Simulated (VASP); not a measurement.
Given:

```xyz
8
Lattice="-2.6913 2.6913 5.3096 2.6913 -2.6913 5.3096 2.6913 2.6913 -5.3096" Properties=species:S:1:pos:R:3 pbc="T T T"
Zn     0.0000     0.0000     0.0000
Zn     0.0000     2.6913     2.6548
Ge     0.0000     0.0000     5.3096
Ge     2.6913     0.0000     2.6548
P      1.3411     1.3457     6.6370
P      1.3457    -1.3411     3.9822
P      1.3502     1.3457     1.3274
P      1.3457     4.0325    -1.3274
```

The numbers are results of LDA (Ceperley-Alder, Perdew-Zunger), VASP's LDA PAW potentials (set 64) (plane waves; VASP), not measurements. Numerical set-up: 500 eV cut-off, 6×6×6 Γ-centred mesh, Gaussian smearing of 0.050 eV, potentials Zn Ge_d P.

Problem. What does the run give for the energy per atom (σ→0), band gap (on the k-mesh) with the smallest direct gap where there is one?

Solution. 
The band gap (on the k-mesh) is 1.07 eV. The smallest direct gap (on the k-mesh) comes out as 1.17 eV and the energy per atom (σ→0) is -4.995 eV/atom.

The compound is ZnGeP2 in the chalcopyrite structure. It was relaxed first.
